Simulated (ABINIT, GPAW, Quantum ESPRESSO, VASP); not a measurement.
**Code comparison for Ca₂H₃Br (P1, 6 atoms in the cell)**

Self-consistent single point.

```
CELL_PARAMETERS angstrom
      3.90294     0.00000     0.00000
     -1.95147     3.38004     0.00000
      0.00000     0.00000     6.85353
ATOMIC_POSITIONS crystal
  Ca 0.67656 0.33846 0.18471
  Ca 0.33980 0.67080 0.81487
  H  0.65430 0.32589 0.85108
  H  0.32767 0.66617 0.15000
  H  0.99972 0.99906 0.99772
  Br 0.00194 0.99962 0.50162
```

All programs got the same cell, k-point mesh and kind of occupations (in Quantum ESPRESSO's words: occupations = smearing; smearing = fermi-dirac; degauss = 0.000734986 Ry; K_POINTS = automatic 6 6 3 0 0 0); potentials, basis and cutoffs are each program's usual ones.

```tsv
code	model	pressure (GPa)	largest force (eV/Å)	gap on the mesh (eV)	cutoff
Quantum ESPRESSO	PBEsol, GBRV 1.5 ultrasoft (PBESOL) pseudopotentials	-1.80	0.188	1.626	40 Ry
VASP	PBEsol, VASP's PBE PAW potentials (set 64)	-2.41	0.189	1.605	300 eV
ABINIT	PBEsol, norm-conserving pseudopotentials (PseudoDojo nc-sr-04 PBEsol standard)	-1.83	0.188	1.625	36 Ha
GPAW	PBEsol, GPAW PAW datasets PBEsol (made by gpaw-setup)	-1.47	0.188	1.636	800 eV
```

Size of the force on each atom (eV/Å): Sizes of forces hide their directions.

| code | Ca1 | Ca2 | H3 | H4 | H5 | Br6 |
|---|---|---|---|---|---|---|
| Quantum ESPRESSO | 0.156 | 0.129 | 0.188 | 0.156 | 0.067 | 0.043 |
| VASP | 0.167 | 0.139 | 0.189 | 0.157 | 0.066 | 0.044 |
| ABINIT | 0.156 | 0.128 | 0.188 | 0.156 | 0.067 | 0.043 |
| GPAW | 0.163 | 0.135 | 0.188 | 0.156 | 0.066 | 0.044 |

Gaps are read on the mesh.

The spread over the programs that give each value: pressure within 0.94 GPa; largest force within 0.001 eV/Å; gap on the mesh within 0.031 eV.

The starting cell comes from a database of computed structures (which also holds hypothetical and non-ambient phases and stackings), without a prior relaxation at this level. Its atoms were displaced at random from the sites of space group no. 164.

Why do the programs differ, and what cannot be compared?

Differences of this kind can come from the potentials, where these differ, and from what each basis and cutoff leave unconverged. The zero of total energies and Fermi levels follows the potentials and each program's conventions, so they are not compared here.

VASP's run is marked for a possible Pulay error in its stress at this cutoff; no cutoff test was made.

Left out of this page: Ansatz, CP2K, Elk and SIESTA (not drawn, or without a comparable value); FLEUR (stopped by limits of time or memory).
